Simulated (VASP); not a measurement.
Consider the following.

```yaml
crystal:
  lattice:
    - [0.00000, 2.21636, 2.21636]
    - [2.21636, 0.00000, 2.21636]
    - [2.21636, 2.21636, 0.00000]
  atoms:
    - { symbol: Ga, position: [0.00000, 0.00000, 0.00000] }
    - { symbol: N, position: [0.25000, 0.25000, 0.25000] }
```

Level of theory: rev-vdW-DF2, VASP's PBE PAW potentials (set 64) (plane waves; VASP). Run with 520 eV cut-off, 10×10×10 Γ-centred mesh, Gaussian smearing of 0.050 eV, potentials Ga_d N.

Problem. Give the stress tensor in GPa (positive for a compressed cell).

Solution. 
```
12.63   0.00   0.00
 0.00  12.63   0.00
 0.00   0.00  12.63
```
The pressure is its mean diagonal, 12.63 GPa.

The compound is GaN in the zinc blende structure, a metastable form; wurtzite is the usual one. This cell is one point of a volume scan, at 0.94 of the reference volume.
